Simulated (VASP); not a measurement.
Output of a VASP run:

File OSZICAR:
```
       N       E                     dE             d eps       ncg     rms          rms(c)
DAV:   1     0.947692228611E+02    0.94769E+02   -0.63441E+03   520   0.103E+03
DAV:   2    -0.237618039927E+01   -0.97145E+02   -0.94495E+02   540   0.273E+02
DAV:   3    -0.862226575441E+01   -0.62461E+01   -0.62105E+01   680   0.772E+01
DAV:   4    -0.877457421113E+01   -0.15231E+00   -0.15223E+00   599   0.135E+01
DAV:   5    -0.878200952247E+01   -0.74353E-02   -0.74351E-02   724   0.257E+00    0.502E+00
DAV:   6    -0.841109117830E+01    0.37092E+00   -0.72926E-01   758   0.137E+01    0.314E+00
DAV:   7    -0.838975580321E+01    0.21335E-01   -0.16808E-01   711   0.320E+00    0.118E+00
DAV:   8    -0.839031251387E+01   -0.55671E-03   -0.13529E-02   626   0.160E+00    0.283E-01
DAV:   9    -0.839109518513E+01   -0.78267E-03   -0.20676E-03   640   0.624E-01    0.178E-01
DAV:  10    -0.839115261781E+01   -0.57433E-04   -0.18117E-04   694   0.116E-01    0.121E-01
DAV:  11    -0.839120793252E+01   -0.55315E-04   -0.35394E-05   590   0.418E-02    0.488E-02
DAV:  12    -0.839122779477E+01   -0.19862E-04   -0.47296E-05   595   0.102E-01    0.179E-02
DAV:  13    -0.839122817667E+01   -0.38190E-06   -0.19946E-06   532   0.126E-02
   1 F= -.83912282E+01 E0= -.83912282E+01  d E =-.489142E-08
```

File OUTCAR:
```
------------------------ aborting loop because EDIFF is reached ----------------------------------------
  FORCE on cell =-STRESS in cart. coord.  units (eV):
  Direction    XX          YY          ZZ          XY          YZ          ZX
  --------------------------------------------------------------------------------------
  Total       -0.7088999     -0.7088999     -0.7088999      0.0000000      0.0000000      0.0000000
  in kB      -20.8091729    -20.8091729    -20.8091729      0.0000000      0.0000000      0.0000000
  external PRESSURE =     -20.8091729 kB  Pullay stress =       0.0000000 kB
  volume of cell :       54.58
      direct lattice vectors                 reciprocal lattice vectors
     0.000000000  3.010719000  3.010719000    -0.166073287  0.166073287  0.166073287
     3.010719000  0.000000000  3.010719000     0.166073287 -0.166073287  0.166073287
     3.010719000  3.010719000  0.000000000     0.166073287  0.166073287 -0.166073287
  FREE ENERGIE OF THE ION-ELECTRON SYSTEM (eV)
  ---------------------------------------------------
  free  energy   TOTEN  =        -8.3912281767 eV

  energy  without entropy=       -8.3912281718  energy(sigma->0) =       -8.39122817
```
(Selected blocks of OUTCAR.)

File POSCAR:
```
InP
1
    0.0000000000     3.0107190000     3.0107190000
    3.0107190000     0.0000000000     3.0107190000
    3.0107190000     3.0107190000     0.0000000000
In P
1 1
Direct
  0.0000000000   0.0000000000   0.0000000000
  0.2500000000   0.2500000000   0.2500000000
```

**Question.** Reconstruct the remaining input files.

**Answer.** This is not unique; one that fits is the input of the run itself, PBE GGA, plane waves, VASP's PBE PAW potentials (set 64).

KPOINTS:
```
Automatic mesh
0
Gamma
7 7 7
0 0 0
```

### INCAR
```
# general
SYSTEM  = InP
PREC    = Accurate
ENCUT   = 300
LREAL   = .FALSE.
LASPH   = .TRUE.

# electronic loop
EDIFF   = 1E-6
NELM    = 100
ALGO    = Normal
LMAXMIX = 4

# smearing
ISMEAR  = -1
SIGMA   = 0.01

# functional
GGA     = PE

# ions
ISIF    = 2

# output
LWAVE   = .FALSE.
LCHARG  = .FALSE.
```

POTCAR, in this order: In_d P (PBE.64 set). Program: vasp_std.

At this cut-off the stress carries a Pulay error, which pulls relaxed volumes low.

The structure comes from a computed database's InP entry; how it stands against other phases isn't given here. The cell was not relaxed at this level. The run is one of a series of settings (KPOINTS 7×7×7 Γ-centred mesh against the base run), some of them coarse on purpose.
